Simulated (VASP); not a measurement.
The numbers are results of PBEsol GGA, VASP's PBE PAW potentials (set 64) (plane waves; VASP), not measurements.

A VASP calculation is set up with these files.

**POSCAR**
```
AlInSb2
1
    2.2458524699     1.2966437424     7.2948337924
   -2.2458524699     1.2966437424     7.2948337924
   -0.0000000000    -2.5932874847     7.2948337924
Al In Sb
1 1 2
Direct
  0.0006286857   0.0006286857   0.0006286857
  0.4995832586   0.4995832586   0.4995832586
  0.8790711251   0.8790711251   0.8790711251
  0.3707099305   0.3707099305   0.3707099305
```

INCAR:
```
! general
SYSTEM  = AlInSb2
PREC    = Accurate
ENCUT   = 400
LREAL   = .FALSE.
LASPH   = .TRUE.

! electronic loop
EDIFF   = 1E-7
NELM    = 100
ALGO    = Normal
LMAXMIX = 4

! smearing
ISMEAR  = -5

! functional
GGA     = PS

! ions
ISIF    = 2

! output
LWAVE   = .FALSE.
LCHARG  = .TRUE.
LORBIT  = 11
NEDOS   = 601

! other
LEFG    = .TRUE.
```

File KPOINTS:
```
Regular mesh
0
G
 7 7 7
0 0 0
```

POTCAR, in this order: Al In_d Sb (PBE.64 set). Program: vasp_std.

The resulting files:

OSZICAR:
```
       N       E                     dE             d eps       ncg     rms          rms(c)
DAV:   1     0.147795853932E+03    0.14780E+03   -0.90320E+03  1496   0.111E+03
DAV:   2    -0.548183640665E+01   -0.15328E+03   -0.15150E+03  1652   0.278E+02
DAV:   3    -0.165421493952E+02   -0.11060E+02   -0.10976E+02  2036   0.823E+01
DAV:   4    -0.167746911810E+02   -0.23254E+00   -0.23247E+00  1809   0.153E+01
DAV:   5    -0.167854389346E+02   -0.10748E-01   -0.10747E-01  2384   0.272E+00    0.533E+00
DAV:   6    -0.165635740299E+02    0.22186E+00   -0.38358E-01  2000   0.834E+00    0.314E+00
DAV:   7    -0.165087893495E+02    0.54785E-01   -0.21921E-01  1903   0.380E+00    0.735E-01
DAV:   8    -0.165070296363E+02    0.17597E-02   -0.20924E-02  2054   0.172E+00    0.452E-01
DAV:   9    -0.165076402075E+02   -0.61057E-03   -0.22327E-03  1642   0.386E-01    0.583E-02
DAV:  10    -0.165076837446E+02   -0.43537E-04   -0.15916E-04  2258   0.130E-01    0.618E-02
DAV:  11    -0.165077143107E+02   -0.30566E-04   -0.36356E-05  1725   0.354E-02    0.140E-02
DAV:  12    -0.165077216690E+02   -0.73583E-05   -0.80974E-06  1837   0.183E-02    0.793E-03
DAV:  13    -0.165077224087E+02   -0.73968E-06   -0.15578E-06  1857   0.659E-03    0.325E-03
DAV:  14    -0.165077223290E+02    0.79641E-07   -0.10415E-07  1597   0.319E-03
   1 F= -.16507722E+02 E0= -.16507722E+02  d E =0.000000E+00
```

File OUTCAR:
```
------------------------ aborting loop because EDIFF is reached ----------------------------------------
  FORCE on cell =-STRESS in cart. coord.  units (eV):
  Direction    XX          YY          ZZ          XY          YZ          ZX
  --------------------------------------------------------------------------------------
  Total       -0.0734262     -0.0734263      0.1343992      0.0000000      0.0000000      0.0000000
  in kB       -0.9229822     -0.9229825      1.6894242      0.0000000      0.0000000      0.0000000
  external PRESSURE =      -0.0521802 kB  Pullay stress =       0.0000000 kB
  volume of cell :      127.46
      direct lattice vectors                 reciprocal lattice vectors
     2.245852470  1.296643742  7.294833792     0.222632611  0.128536977  0.045694438
    -2.245852470  1.296643742  7.294833792    -0.222632611  0.128536977  0.045694438
     0.000000000 -2.593287485  7.294833792     0.000000000 -0.257073954  0.045694438
 POSITION                                       TOTAL-FORCE (eV/Angst)
 -----------------------------------------------------------------------------------
      0.00000      0.00000      0.01376         0.000000     -0.000000     -0.003721
      0.00000      0.00000     10.93313         0.000000     -0.000000     -0.018414
      0.00000      0.00000     19.23803         0.000000     -0.000000     -0.002177
      0.00000      0.00000      8.11280         0.000000      0.000000      0.024312
 -----------------------------------------------------------------------------------
    total drift:                                0.000000      0.000008     -0.000274
  FREE ENERGIE OF THE ION-ELECTRON SYSTEM (eV)
  ---------------------------------------------------
  free  energy   TOTEN  =       -16.5077223290 eV

  energy  without entropy=      -16.5077223290  energy(sigma->0) =      -16.50772233

 total charge

# of ion       s       p       d       tot
------------------------------------------
    1        0.417   0.335   0.000   0.752
    2        0.868   0.737   9.866  11.471
    3        1.129   1.368   0.022   2.519
    4        1.123   1.361   0.020   2.504
--------------------------------------------------
tot          3.537   3.801   9.908  17.246
```
(Selected blocks of OUTCAR.)

The structure comes from a computed database's AlInSb2 entry (R3m); how it stands against other phases isn't given here. It was relaxed first.
